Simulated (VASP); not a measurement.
Data:

```xyz
1
Lattice="2.1268 0.0000 0.0000 0.0000 2.1268 0.0000 0.0000 0.0000 2.1268" Properties=species:S:1:pos:R:3 pbc="T T T"
F      0.0000     0.0000     0.0000
```

Calculation: PBEsol GGA, VASP's PBE PAW potentials (set 64) (plane waves; VASP 6.6.1). Numerical set-up: 520 eV cut-off, Gaussian smearing of 0.050 eV, potentials F.

**Question.** Give the energies of bands 2 to 4 at the high-symmetry points, in eV from the Fermi level.

**Answer.** 
| band | Γ | X | M | R |
|---|---|---|---|---|
| 2 | -0.11 | -5.56 | -4.02 | -2.92 |
| 3 | -0.11 | 0.41 | -4.02 | -2.92 |
| 4 | -0.11 | 0.41 | 0.84 | -2.92 |

It has no gap at this level: it comes out as a metal or semimetal.

The structure was generated: F was put into the simple-cubic type (Pm-3m), which need not be its known phase. It was relaxed first, which changed the volume by -15 %.
